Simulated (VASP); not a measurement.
Data:

```xyz
3
Lattice="1.8071 -3.1300 0.0000 1.8071 3.1300 0.0000 0.0000 0.0000 5.8304" Properties=species:S:1:pos:R:3 pbc="T T T"
Hf     0.0000     0.0000     0.0000
S      1.8071     1.0433     1.4533
S      1.8071    -1.0433     4.3771
```

All values below come from rev-vdW-DF2, VASP's PBE PAW potentials (set 64) (plane waves; VASP 6.6.1). Run with 520 eV cut-off, 8×8×5 Γ-centred mesh, tetrahedra with Blöchl corrections, potentials Hf_pv S.

Q: Predict the energy per atom (σ→0).

A: 
- energy per atom (σ→0) = -6.098 eV/atom

The absolute energy has meaning only against runs of the same code, potentials and settings.

The compound is HfS2 in the 1T layered structure. It was relaxed first.
